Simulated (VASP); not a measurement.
```
CELL_PARAMETERS angstrom
     -0.00113     5.56573     5.56248
      5.56573    -0.00113     5.56248
      2.78230     2.78230     0.00000
ATOMIC_POSITIONS crystal
  Zn 0.99952 0.99952 0.00097
  Zn 0.98886 0.50445 0.00668
  Zn 0.50445 0.98886 0.00668
  Zn 0.50706 0.50706 0.98588
  Se 0.12572 0.12572 0.24856
  Se 0.12620 0.62364 0.25016
  Se 0.62364 0.12620 0.25016
  S  0.62454 0.62454 0.25091
```

All values below come from PBEsol GGA, VASP's PBE PAW potentials (set 64) (plane waves; VASP). Numerical set-up: 400 eV cut-off, Gaussian smearing of 0.050 eV, potentials Zn Se S.

Q: What does the run give for the band gap (along the path) with the smallest direct gap where there is one?

A: 
| Property | Value |
|---|---|
| band gap (along the path) | 1.32 eV |
| smallest direct gap (along the path) | 1.32 eV |

Only differences to runs with the same potentials and settings are physical.

The structure was generated: Zn4SSe3 was put into an ordered model structure (Amm2), which need not be its known phase. It was relaxed first.
